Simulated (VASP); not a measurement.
Input:

```
Sb
1.0
    4.02128    -2.19293    -0.00189
    4.02128     2.19293    -0.00189
    2.82710     0.00000     3.60376
Sb
2
Cartesian
  2.53225   0.00000   0.83867
  8.33741   0.00000   2.76131
```

Calculation: PBE GGA, VASP's PBE PAW potentials (set 64) (plane waves; VASP). Numerical set-up: 530 eV cut-off, 7×7×7 Γ-centred mesh, Gaussian smearing of 0.050 eV, potentials Sb.

Tensors are in the Cartesian frame of the cell as typed. Finite-difference elastic constants of metals are sensitive to mesh and smearing; shear constants can be off by tens of GPa.

Task: Give the elastic stiffness tensor with the ions relaxed (GPa, in the frame of the cell).

Result: 
|  | xx | yy | zz | yz | xz | xy |
|---|---|---|---|---|---|---|
| xx | 51.2 | 11.2 | 28.2 | 0.0 | -14.8 | 0.0 |
| yy | 11.2 | 94.1 | 31.8 | 0.0 | 14.2 | 0.0 |
| zz | 28.2 | 31.8 | 72.0 | 0.0 | -14.8 | 0.0 |
| yz | 0.0 | 0.0 | 0.0 | 46.1 | 0.0 | 11.7 |
| xz | -14.8 | 14.2 | -14.8 | 0.0 | 35.0 | 0.0 |
| xy | 0.0 | 0.0 | 0.0 | 11.7 | 0.0 | 18.8 |

Task: Estimate the Hill bulk modulus, Hill shear modulus, Young's modulus, Poisson's ratio.

Result: 
The Hill bulk modulus is 37.3 GPa and the Hill shear modulus is 25.3 GPa. The Young's modulus comes out as 61.9 GPa and the Poisson's ratio is 0.224.

The compound is Sb in the a7 structure. It was relaxed first, which changed the volume by +5 %.
